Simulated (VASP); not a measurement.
Method: r2SCAN meta-GGA, VASP's PBE PAW potentials (set 64) (plane waves; VASP).

Input for VASP

INCAR:
```
! general
SYSTEM =FeSi2
PREC   =Accurate
ENCUT  =400
LREAL  =.False.   ! projection in real space or not
LASPH  =.True.   ! aspherical one-centre terms

! electronic loop
EDIFF  =1E-7
NELM   =100   ! most electronic steps
ALGO   =Normal
LMAXMIX=4
LMIXTAU=.True.

! smearing
ISMEAR =-5   ! tetrahedra, Bloechl

! functional
METAGGA=R2SCAN

! ions
ISIF   =2   ! forces and stress, cell fixed

! output
LWAVE  =.False.
LCHARG =.False.
LORBIT =11   ! lm-projected
NEDOS  =601   ! DOS grid
```

### KPOINTS_OPT
```
k-points along high-symmetry lines
6
Line-mode
Reciprocal
  0.000000   0.000000   0.000000 ! GAMMA
  0.000000   0.500000   0.000000 ! X

  0.000000   0.500000   0.000000 ! X
  0.500000   0.500000   0.000000 ! M

  0.500000   0.500000   0.000000 ! M
  0.000000   0.000000   0.000000 ! GAMMA

  0.000000   0.000000   0.000000 ! GAMMA
  0.000000   0.000000   0.500000 ! Z

  0.000000   0.000000   0.500000 ! Z
  0.000000   0.500000   0.500000 ! R

  0.000000   0.500000   0.500000 ! R
  0.500000   0.500000   0.500000 ! A

  0.500000   0.500000   0.500000 ! A
  0.000000   0.000000   0.500000 ! Z

  0.000000   0.500000   0.000000 ! X
  0.000000   0.500000   0.500000 ! R

  0.500000   0.500000   0.000000 ! M
  0.500000   0.500000   0.500000 ! A
```

### POSCAR
```
FeSi2
5.0984390
  0.5259229827   0.0000000000   0.0000000000
  0.0000000000   0.5259229827   0.0000000000
  0.0000000000   0.0000000000   0.9999999118
Fe Si
1 2
Direct
  0.0000000000   1.0000000000   0.0000000000
  0.5000000000   0.5000000000   0.7285692774
  0.5000000000   0.5000000000   0.2714307226
```

**KPOINTS**
```
Automatic mesh
0
G
  13 13 7
```

POTCAR, in this order: Fe Si (PBE.64 set). Program: vasp_std.

For a metal the tetrahedron method with Blöchl corrections gives inexact stress and forces.

Q: Estimate the energy per atom (σ→0), band gap (over mesh and band path).

A: 
| Property | Value |
|---|---|
| energy per atom (σ→0) | -10.853 eV/atom |
| band gap (over mesh and band path) | none (metal, semimetal or under 0.01 eV) |

**OSZICAR**
```
...
DAV:  14    -0.325599571482E+02   -0.16091E-04   -0.11131E-04  3208   0.160E-01    0.129E-02
DAV:  15    -0.325599873931E+02   -0.30245E-04   -0.21671E-05  3460   0.744E-02    0.671E-03
DAV:  16    -0.325599921539E+02   -0.47608E-05   -0.42063E-06  3232   0.450E-02    0.279E-03
DAV:  17    -0.325599916541E+02    0.49977E-06   -0.43312E-07  3124   0.121E-02    0.127E-03
DAV:  18    -0.325599921745E+02   -0.52041E-06   -0.61840E-08  1560   0.556E-03    0.229E-04
DAV:  19    -0.325599921810E+02   -0.65122E-08   -0.17974E-08  1504   0.126E-03
   1 F= -.32559992E+02 E0= -.32559992E+02  d E =0.000000E+00
       N       E                     dE             ncg
```

The structure comes from a computed database's FeSi2 entry (P4/mmm); how it stands against other phases isn't given here. It was relaxed first. The run is not spin-polarised, so no magnetic state was tried.
